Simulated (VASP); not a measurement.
Here is a VASP 6.6.1 calculation.

The input INCAR:

```
SYSTEM = BiS
PREC = Accurate
ENCUT = 900
EDIFF = 1E-6
ISMEAR = -1
SIGMA = 0.05
LREAL = .False.
LASPH = .True.
NELM = 60
ALGO = Normal
ISIF = 7
LWAVE = .False.
LCHARG = .False.
GGA = PE
IBRION = 2
NSW = 40
EDIFFG = -0.01
KSPACING = 0.25
```

File POSCAR:

```
BiS
1.0
    2.1092708700      1.2177881000      3.5004874800
   -2.1092708700      1.2177881000      3.5004874800
    0.0000000000     -2.4355762100      3.5004874800
Bi S
1 1
Direct
    0.0000000000      0.0000000000      0.0000000000
    0.5000000000      0.5000000000      0.5000000000
```

Potentials or basis: VASP PAW PBE potentials, release 64 (Bi_d, S).

The run is started by

```console
$ cat potpaw_PBE.64/Bi_d/POTCAR potpaw_PBE.64/S/POTCAR > POTCAR
$ mpirun -np 1 vasp_std > vasp.out
```

What does it give for the relaxed volume?

26.37 Å³/atom.

What does it give for the relaxed cell?

a = 4.232 Å, b = 4.232 Å, c = 4.232 Å, α = 59.29°, β = 59.29°, γ = 59.29°.

Estimate the band gap on the k mesh.

none (metal or under the smearing width).

What does it give for the space group after relaxing (to 0.05 Å)?

R-3m (No. 166).

Stress tensor (GPa, compression positive):
```
-0.22  0.00  0.00
 0.00 -0.22  0.00
 0.00  0.00  0.41
```

Caveat: spin-orbit coupling is left out, which moves the levels of the heavy elements.
